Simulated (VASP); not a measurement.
Here is a VASP 6.6.1 calculation.

File INCAR:

```
SYSTEM = GaN
PREC     = Accurate       ! precision mode
ENCUT    = 520            ! plane-wave cutoff, eV
EDIFF    = 1E-8           ! SCF threshold, eV
ISMEAR   = 0              ! smearing method
SIGMA    = 0.01           ! smearing width, eV
LREAL    = .False.        ! projectors in reciprocal space
LASPH    = .True.         ! aspherical terms in the spheres
NELM     = 100            ! most SCF steps
ALGO     = Normal         ! electronic algorithm
ISIF     = 2              ! what is computed and relaxed
LWAVE    = .False.        ! write WAVECAR
LCHARG   = .True.         ! write CHGCAR
METAGGA  = R2SCAN         ! meta-GGA
LMIXTAU  = .True.       
IBRION   = 6              ! ionic algorithm
NFREE    = 2            
POTIM    = 0.015          ! step
NSW      = 1              ! ionic steps
```

KPOINTS

```
regular mesh
0
Gamma
  10 10 10
  0 0 0
```

Contents of POSCAR:

```
GaN
1.0
    0.0000000000      2.2489367648      2.2489367648
    2.2489367648      0.0000000000      2.2489367648
    2.2489367648      2.2489367648      0.0000000000
Ga N
1 1
Direct
    0.0000000000      0.0000000000      0.0000000000
    0.7500000000      0.7500000000      0.7500000000
```

Potentials or basis: VASP PAW PBE potentials, release 64 (Ga_d, N).

Run with:

```sh
$ cat potpaw_PBE.64/Ga_d/POTCAR potpaw_PBE.64/N/POTCAR > POTCAR
$ mpirun -np 1 vasp_std > vasp.out
```

Task: Estimate the highest phonon frequency at Γ, LO-TO splitting left out.

Result: 552 cm⁻¹.

Phonon frequencies in cm⁻¹ (negative: imaginary):
```csv
q point,frequencies
"(0.000, 0.000, 0.000)",-5 -5 -5 552 552 552
```

Caveat: the atoms weren't relaxed first, which shifts response properties.
